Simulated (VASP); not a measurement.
Data:

```yaml
crystal:
  lattice:
    - [0.00000, 2.57146, 2.57146]
    - [2.57146, 0.00000, 2.57146]
    - [2.57146, 2.57146, 0.00000]
  atoms:
    - { symbol: Zr, position: [0.00000, 0.00000, 0.00000] }
    - { symbol: O, position: [0.25000, 0.25000, 0.25000] }
    - { symbol: O, position: [0.75000, 0.75000, 0.75000] }
```

Level of theory: revPBE GGA, VASP's PBE PAW potentials (set 64) (plane waves; VASP 6.6.1). Numerical set-up: 520 eV cut-off, Gaussian smearing of 0.050 eV, potentials Zr_sv O.

Problem. Predict the band gap (along the path) with the smallest direct gap where there is one.

Solution. 
```
Quantity                                Value
------------------------------------  -------
band gap (along the path)             3.30 eV
smallest direct gap (along the path)  3.74 eV
```

Total energies compare only between runs with the same potentials, cut-off and functional.

The compound is ZrO2 in the fluorite structure, the high-temperature cubic form, which is unstable at 0 K; the monoclinic form is the stable one. It was relaxed first.
